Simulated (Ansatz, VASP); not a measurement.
**CuAs in VASP and in Ansatz**

```
CELL_PARAMETERS angstrom
3.51510 0.00000 0.00000
-1.75755 3.04417 0.00000
0.00000 0.00000 4.98760
ATOMIC_POSITIONS crystal
Cu 0.00000 0.00000 0.50000
Cu 0.00000 0.00000 0.00000
As 0.66667 0.33333 0.75000
As 0.33333 0.66667 0.25000
```

Alike in both runs: task single point; functional LDA; k mesh 12 × 12 × 8; occupations gaussian, width 0.15 eV; no spin polarisation.

```csv
,VASP,Ansatz
version,VASP 6.6.1,Ansatz 0.2.0
potentials or method,"VASP PAW LDA potentials, release 64 (Cu, As)","scalar-relativistic, plane waves, PAW"
plane-wave cutoff (eV),520,520
valence electrons in the cell,32,68
```

Ansatz gave:

```
gap on the k mesh at the Fermi level (eV)       : none
pressure (GPa)                                  : 20.7
largest component of the traceless stress (GPa) : 7.98
```

Task: Which values does VASP return?

Result: gap on the k mesh at the Fermi level (eV): none; pressure (GPa): 21.5; largest component of the traceless stress (GPa): 7.93.

A gap of «none» marks a metal or a gap that the smearing closes. The two sets of potentials don't hold the same shells in valence.

Caveats: so large a pressure means that the cell lies far from this level's equilibrium, or that cutoff or potentials fall short (VASP).
